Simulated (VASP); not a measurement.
All values below come from PBE GGA, VASP's PBE PAW potentials (set 64) (plane waves; VASP 6.6.1).

VASP input:

### POSCAR
```
V2S3
1
    1.7102720000     0.9874260000     7.9392430000
   -1.7102720000     0.9874260000     7.9392430000
    0.0000000000    -1.9748520000     7.9392430000
V S
2 3
Direct
  0.3990000000   0.3990000000   0.3990000000
  0.6010000000   0.6010000000   0.6010000000
  0.0000000000   0.0000000000   0.0000000000
  0.2080000000   0.2080000000   0.2080000000
  0.7920000000   0.7920000000   0.7920000000
```

KPOINTS:
```
K-points
0
Gamma
 4 4 4
0 0 0
```

### INCAR
```
! general
SYSTEM   =  V2S3
PREC     =  Accurate
ENCUT    =  300
LREAL    =  .FALSE.
LASPH    =  .TRUE.

! electronic loop
EDIFF    =  1E-6
NELM     =  100
ALGO     =  Normal
LMAXMIX  =  4

! smearing
ISMEAR   =  -1
SIGMA    =  0.05

! functional
GGA      =  PE

! spin
ISPIN    =  2
MAGMOM   =  2*2.0 3*0.0

! ions
ISIF     =  2

! output
LWAVE    =  .FALSE.
LCHARG   =  .FALSE.
LORBIT   =  11
```

POTCAR, in this order: V_sv S (PBE.64 set). Program: vasp_std.

What VASP printed:

**OUTCAR**
```
 ion  position               nearest neighbor table
   1  0.399  0.399  0.399-   5 2.43   5 2.43   5 2.43   3 2.52   3 2.52   3 2.52
   2  0.601  0.601  0.601-   4 2.43   4 2.43   4 2.43   3 2.52   3 2.52   3 2.52
   3  0.000  0.000  0.000-   2 2.52   2 2.52   1 2.52   1 2.52   2 2.52   1 2.52
   4  0.208  0.208  0.208-   2 2.43   2 2.43   2 2.43   5 2.79   5 2.79   5 2.79
   5  0.792  0.792  0.792-   1 2.43   1 2.43   1 2.43   4 2.79   4 2.79   4 2.79
  LATTYP: Found a trigonal (rhomboedric) cell.
 ALAT       =     8.1811747220
 COS(alpha) =     0.9125964582
 Subroutine PRICEL returns:
 Original cell was already a primitive cell.
 Subroutine GETGRP returns: Found 12 space group operations
The static configuration has the point symmetry D_3d.
The dynamic configuration has the point symmetry D_3d.
The overall configuration has the point symmetry D_3d.
 Subroutine INISYM returns: Found 12 space group operations
 Subroutine IBZKPT returns following result:
 Found     13 irreducible k-points:

 Following reciprocal coordinates:
            Coordinates               Weight
  0.000000  0.000000  0.000000      1.000000
  0.250000  0.000000 -0.000000      6.000000
  0.500000  0.000000 -0.000000      3.000000
  0.250000  0.250000 -0.000000      6.000000
  0.500000  0.250000 -0.000000     12.000000
 -0.250000  0.250000  0.000000      6.000000
  0.500000  0.500000 -0.000000      3.000000
  0.250000  0.250000  0.250000      2.000000
  0.500000  0.250000  0.250000      6.000000
 -0.250000  0.250000  0.250000      6.000000
  0.500000  0.500000  0.250000      6.000000
 -0.250000  0.500000  0.250000      6.000000
  0.500000  0.500000  0.500000      1.000000
   k-points           NKPTS =     13   k-points in BZ     NKDIM =     13   number of bands    NBANDS=     28
   number of dos      NEDOS =    301   number of ions     NIONS =      5
   total plane-waves  NPLWV = 110592
   dimension x,y,z NGX =    48 NGY =   48 NGZ =   48
   dimension x,y,z NGXF=    96 NGYF=   96 NGZF=   96
   ions per type =               2   3
   PREC   = accura    normal or accurate (medium, high low for compatibility)
   ISTART =      0    job   : 0-new  1-cont  2-samecut
   ICHARG =      2    charge: 1-file 2-atom 10-const
   ISPIN  =      2    spin polarized calculation?
   LNONCOLLINEAR =      F non collinear calculations
   LSORBIT =      F    spin-orbit coupling
   INIWAV =      1    electr: 0-lowe 1-rand  2-diag
   ENCUT  =  300.0 eV  22.05 Ry    4.70 a.u.  11.55 11.55 11.55*2*pi/ulx,y,z
   NELM   =    100;   NELMIN=  2; NELMDL= -5     # of ELM steps
   EDIFF  = 0.1E-05   stopping-criterion for ELM
   LREAL  =      F    real-space projection
   NLSPLINE    = F    spline interpolate recip. space projectors
   LMAXMIX     =    4 max onsite mixed and CHGCAR
   VOSKOWN=      0    Vosko Wilk Nusair interpolation
   EDIFFG = 0.1E-04   stopping-criterion for IOM
   NSW    =      0    number of steps for IOM
   NBLOCK =      1;   KBLOCK =      1    inner block; outer block
   IBRION =     -1    ionic relax: 0-MD 1-quasi-New 2-CG
   NFREE  =      0    steps in history (QN), initial steepest desc. (CG)
   ISIF   =      2    stress and relaxation
   ISYM   =      2    0-nonsym 1-usesym 2-fastsym
   TEIN   =    0.0    initial temperature
   TEBEG  =    0.0;   TEEND  =   0.0 temperature during run
   SMASS  =  -3.00    Nose mass-parameter (am)
   PSTRESS=    0.0 pullay stress
   NELECT =      44.0000    total number of electrons
   EFERMI =   0.00;   METHOD = LEGACY
   ISMEAR =    -1;   SIGMA  =   0.05  broadening in eV -4-tet -1-fermi 0-gaus
   IALGO  =     38    algorithm
   LDIAG  =      T    sub-space diagonalisation (order eigenvalues)
   IMIX   =      4    mixing-type and parameters
     AMIX     =   0.40;   BMIX     =  1.00
     AMIX_MAG =   1.60;   BMIX_MAG =  1.00
     AMIN     =   0.10
   GGA     = PE    functional components
...
```

File OSZICAR:
```
       N       E                     dE             d eps       ncg     rms          rms(c)
DAV:   1     0.359834338058E+03    0.35983E+03   -0.18831E+04  1712   0.103E+03
DAV:   2    -0.108204577467E+02   -0.37065E+03   -0.36093E+03  1692   0.375E+02
DAV:   3    -0.378035784861E+02   -0.26983E+02   -0.26139E+02  1888   0.913E+01
DAV:   4    -0.384886524567E+02   -0.68507E+00   -0.67512E+00  1772   0.143E+01
DAV:   5    -0.385078473864E+02   -0.19195E-01   -0.19013E-01  1864   0.211E+00    0.263E+01
DAV:   6    -0.378264544481E+02    0.68139E+00   -0.90522E+01  1932   0.553E+01    0.234E+01
DAV:   7    -0.342563698069E+02    0.35701E+01   -0.53460E+01  1980   0.473E+01    0.103E+01
DAV:   8    -0.335073056987E+02    0.74906E+00   -0.42515E+00  1832   0.128E+01    0.417E+00
DAV:   9    -0.335580801483E+02   -0.50774E-01   -0.69183E-01  1984   0.404E+00    0.225E+00
DAV:  10    -0.335415283414E+02    0.16552E-01   -0.10262E-01  1880   0.229E+00    0.111E+00
DAV:  11    -0.335409244043E+02    0.60394E-03   -0.38339E-02  2028   0.127E+00    0.631E-01
DAV:  12    -0.335440756880E+02   -0.31513E-02   -0.69385E-03  1708   0.564E-01    0.403E-01
DAV:  13    -0.335442451243E+02   -0.16944E-03   -0.80125E-04  1784   0.188E-01    0.252E-01
DAV:  14    -0.335441496107E+02    0.95514E-04   -0.27165E-04  1900   0.120E-01    0.126E-01
DAV:  15    -0.335441354872E+02    0.14124E-04   -0.82359E-05  1836   0.549E-02    0.631E-02
DAV:  16    -0.335441201837E+02    0.15303E-04   -0.73605E-05  2012   0.585E-02    0.375E-02
DAV:  17    -0.335441183824E+02    0.18013E-05   -0.13043E-05  1868   0.229E-02    0.135E-02
DAV:  18    -0.335441180050E+02    0.37738E-06   -0.81195E-07   860   0.720E-03
   1 F= -.33544118E+02 E0= -.33520564E+02  d E =-.471074E-01  mag=     3.5607
```

**OUTCAR**
```
------------------------ aborting loop because EDIFF is reached ----------------------------------------
  FORCE on cell =-STRESS in cart. coord.  units (eV):
  Direction    XX          YY          ZZ          XY          YZ          ZX
  --------------------------------------------------------------------------------------
  Total       -2.7398586     -2.7398586      1.0774958     -0.0000000      0.0000000      0.0000000
  in kB      -54.5680763    -54.5680764     21.4598204     -0.0000000      0.0000000      0.0000000
  external PRESSURE =     -29.2254441 kB  Pullay stress =       0.0000000 kB
  volume of cell :       80.45
      direct lattice vectors                 reciprocal lattice vectors
     1.710272000  0.987426000  7.939243000     0.292351158  0.168789020  0.041985531
    -1.710272000  0.987426000  7.939243000    -0.292351158  0.168789020  0.041985531
     0.000000000 -1.974852000  7.939243000     0.000000000 -0.337578040  0.041985531
 POSITION                                       TOTAL-FORCE (eV/Angst)
 -----------------------------------------------------------------------------------
      0.00000      0.00000      9.50327         0.000000      0.000000      0.808544
      0.00000      0.00000     14.31446         0.000000      0.000000     -0.808544
      0.00000      0.00000      0.00000         0.000000      0.000000      0.000000
      0.00000      0.00000      4.95409         0.000000      0.000000      2.327414
      0.00000      0.00000     18.86364         0.000000     -0.000000     -2.327414
 -----------------------------------------------------------------------------------
    total drift:                                0.000000      0.000000     -0.000000
  FREE ENERGIE OF THE ION-ELECTRON SYSTEM (eV)
  ---------------------------------------------------
  free  energy   TOTEN  =       -33.5441180050 eV

  energy  without entropy=      -33.4970106219  energy(sigma->0) =      -33.52056431

 total charge

# of ion       s       p       d       tot
------------------------------------------
    1        2.207   6.156   3.010  11.373
    2        2.207   6.156   3.010  11.373
    3        1.315   2.454   0.000   3.769
    4        1.366   2.318   0.000   3.684
    5        1.366   2.318   0.000   3.684
--------------------------------------------------
tot          8.461  19.402   6.020  33.882

 magnetization (x)

# of ion       s       p       d       tot
------------------------------------------
    1        0.020   0.012   1.670   1.702
    2        0.020   0.012   1.670   1.702
    3       -0.001  -0.036   0.000  -0.038
    4       -0.005  -0.094   0.000  -0.099
    5       -0.005  -0.094   0.000  -0.099
--------------------------------------------------
tot          0.028  -0.201   3.340   3.168
```
(Selected blocks of OUTCAR.)

At this cut-off the stress carries a Pulay error, which pulls relaxed volumes low. The moments were started parallel, and other spin orders were not tried in this run.

The structure was generated: V2S3 was put into an ordered model structure, which need not be its known phase. The cell was not relaxed at this level. The k-mesh is coarse (spacing up to 0.53 per Å, 2π included), so the numbers may not be converged in it.
